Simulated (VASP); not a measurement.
Crystal: BaZnAsF.

```xyz
8
Lattice="4.2992 0.0000 0.0000 0.0000 4.2992 0.0000 0.0000 0.0000 9.6217" Properties=species:S:1:pos:R:3 pbc="T T T"
Ba    0.0000    2.1496    8.0388
Ba    2.1496    0.0000    1.5829
Zn    2.1496    2.1496    4.8108
Zn    0.0000    0.0000    4.8108
As    0.0000    2.1496    3.3040
As    2.1496    0.0000    6.3177
F     2.1496    2.1496    0.0000
F     0.0000    0.0000    0.0000
```

The cell is a database's computed one.

| Property | Result |
| --- | --- |
| Program | VASP 6.6.1 |
| Task | relaxation of cell and atoms |
| Functional | r2SCAN |
| Potentials or basis | VASP PAW PBE potentials, release 64 (Ba_sv, Zn, As, F) |
| Cutoff | 600 eV |
| k mesh | 8 × 8 × 4 |
| Occupations | gaussian, width 0.03 eV |
| Spin | no spin polarisation |

At the start: pressure -1.9 GPa; volume 22.23 Å³/atom.

Q: How do energy, volume and symmetry change on relaxing?

A: Over 9 steps the energy falls by 5.2 meV/atom and the volume is 21.66 Å³/atom (-2.6 %); space group P4/nmm (No. 129, to 0.05 Å).

Step by step:
| step | energy change (eV) | largest force (eV/Å) | pressure (GPa) | volume (Å³) |
| --- | --- | --- | --- | --- |
| 1 | 0.0000 | 0.3406 | -1.87 | 177.84 |
| 2 | -0.0352 | 0.1004 | 0.70 | 171.25 |
| 3 | -0.0380 | 0.0993 | 0.11 | 172.61 |
| 4 | -0.0380 | 0.1045 | 0.07 | 172.72 |
| 5 | -0.0394 | 0.0730 | 0.05 | 172.87 |
| 6 | -0.0405 | 0.0418 | 0.03 | 173.02 |
| 7 | -0.0412 | 0.0211 | -0.01 | 173.32 |
| 8 | -0.0412 | 0.0113 | 0.00 | 173.27 |
| 9 | -0.0413 | 0.0055 | 0.01 | 173.27 |

Final structure:
```
Ba Zn As F
1.0
     4.24758    0.00000    0.00000
     0.00000    4.24758    0.00000
     0.00000    0.00000    9.60368
Ba Zn As F
2 2 2 2
Direct
  0.00000 0.50000 0.83567
  0.50000 0.00000 0.16433
  0.50000 0.50000 0.50000
  0.00000 0.00000 0.50000
  0.00000 0.50000 0.34659
  0.50000 0.00000 0.65341
  0.50000 0.50000 0.00000
  0.00000 0.00000 0.00000
```

Caveat: the PAW data sets were made with another functional, which shifts forces and pressure a little.
